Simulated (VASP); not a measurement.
Calculation: vdW-DF2, VASP's PBE PAW potentials (set 64) (plane waves; VASP).

The input files of a VASP run:

INCAR:
```
# general
SYSTEM   = MnO2
PREC     = Accurate
ENCUT    = 520
LREAL    = .FALSE.   # projection in real space or not
LASPH    = .TRUE.   # aspherical one-centre terms

# electronic loop
EDIFF    = 1E-6   # SCF stop (eV)
NELM     = 100
ALGO     = Normal
LMAXMIX  = 4   # l cut-off of mixed one-centre charges

# smearing
ISMEAR   = 1
SIGMA    = 0.1   # width (eV)

# functional
GGA      = ML
LUSE_VDW = .TRUE.
AGGAC    = 0.0
ZAB_VDW  = -1.8867

# spin
ISPIN    = 2   # spin-polarised
MAGMOM   = 3.0 -3.0 0.0 0.0 0.0 0.0

# ions
IBRION   = 2   # conjugate gradients
NSW      = 60   # most ionic steps
ISIF     = 3   # ions, shape and volume
EDIFFG   = -0.02

# output
LWAVE    = .FALSE.
LCHARG   = .FALSE.
LORBIT   = 10
```

File KPOINTS:
```
Automatic mesh
0
Gamma
6 6 10
0 0 0
```

**POSCAR**
```
MnO2
1
    4.3702201021    -0.0000000000     0.0000000000
   -0.0000000000     4.3702201021     0.0000000000
    0.0000000000     0.0000000000     2.8377850820
Mn O
2 4
Direct
  0.0000000000   0.0000000000   0.0000000000
  0.5000000000   0.5000000000   0.5000000000
  0.3033582004   0.3033582004   0.0000000000
  0.8033582004   0.1966417996   0.5000000000
  0.1966417996   0.8033582004   0.5000000000
  0.6966417996   0.6966417996   1.0000000000
```

POTCAR, in this order: Mn_pv O (PBE.64 set). Program: vasp_std.

Energy and stress use the plane-wave basis of the starting cell.

Task: Estimate the energy per atom (σ→0), cell moment, volume per atom, band gap (on the k-mesh).

Result: 
```
Property                                                    Result
------------------------  ----------------------------------------
energy per atom (σ→0)                       -546.6 kJ/mol of atoms
cell moment                                                0.00 μB
band gap (on the k-mesh)  none (metal, semimetal or under 0.01 eV)
volume per atom                                       9.84 Å³/atom
```

**OSZICAR**
```
...
DAV:   3    -0.339914455589E+02    0.18190E-01   -0.68820E-02  9638   0.337E+00    0.384E-01
DAV:   4    -0.339900070228E+02    0.14385E-02   -0.10111E-02  7772   0.716E-01    0.172E-01
DAV:   5    -0.339898458061E+02    0.16122E-03   -0.11817E-03  8232   0.256E-01    0.108E-01
DAV:   6    -0.339898321464E+02    0.13660E-04   -0.15218E-04  7902   0.156E-01    0.422E-02
DAV:   7    -0.339898359665E+02   -0.38200E-05   -0.30032E-05  8294   0.407E-02    0.191E-02
DAV:   8    -0.339898315506E+02    0.44158E-05   -0.32024E-06  6632   0.166E-02    0.916E-03
DAV:   9    -0.339898325436E+02   -0.99298E-06   -0.82698E-07  3720   0.757E-03
   5 F= -.33989833E+02 E0= -.33989604E+02  d E =-.703137E-02  mag=    -0.0000
```

The compound is MnO2 in the rutile structure. This run relaxes it. Symmetry was kept, so distortions that lower it aren't found. The start is the result of an earlier pass.
